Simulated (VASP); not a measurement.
An input for Ansatz (written as the equivalent of a VASP run, and not itself run):

Ansatz 0.2 input:
```yaml
crystal:
  lattice:
    - [2.8599934, 0.0000000, 0.0000000]
    - [0.0000000, 2.8599934, 0.0000000]
    - [0.0000000, 0.0000000, 2.8599934]
  atoms:
    - { symbol: Al, position: [0.5000000, 0.5000000, 0.5000000] }
    - { symbol: Fe, position: [0.0000000, 0.0000000, 0.0000000] }
kpoints:
  mp_grid: { grid: [13, 13, 13] }
hamiltonian:
  xc: rpbe
  pseudopotentials: { kind: paw }
scf:
  occupations: { method: methfessel_paxton, width: 0.1 }
  max_iter: 100
output: { forces: true, stress: true, eigenvalues: true }
```

**Question.** Translate this input to VASP (INCAR, KPOINTS, POSCAR, choice of POTCAR).

**Answer.** This is not unique; one that fits is 
File KPOINTS:
```
Automatic mesh
0
Gamma
13 13 13
0 0 0
```

INCAR:
```
SYSTEM = FeAl
PREC = Accurate
ENCUT = 520
EDIFF = 1E-7
NELM = 100
ALGO = Normal
LREAL = .FALSE.
LASPH = .TRUE.
ISMEAR = 1
SIGMA = 0.1
GGA = RP
LMAXMIX = 4
LWAVE = .FALSE.
LCHARG = .FALSE.
ISIF = 2
```

File POSCAR:
```
FeAl
1
    2.8599933677     0.0000000000     0.0000000000
    0.0000000000     2.8599933677     0.0000000000
    0.0000000000     0.0000000000     2.8599933677
Al Fe
1 1
Direct
  0.5000000000   0.5000000000   0.5000000000
  0.0000000000   0.0000000000   0.0000000000
```

POTCAR, in this order: Al Fe (PBE.64 set). Program: vasp_std.

The two are equivalent in intent, not identical: each code has its own PAW files, so the cut-off isn't converted (ENCUT is set for VASP's; basis.ecutwfc is left out, and Ansatz then takes the one that its files recommend); Ansatz stops its SCF on the density residual and VASP on the energy change (EDIFF).

The compound is FeAl in the CsCl type structure. This cell is one point of a volume scan, at 0.97 of the reference volume.
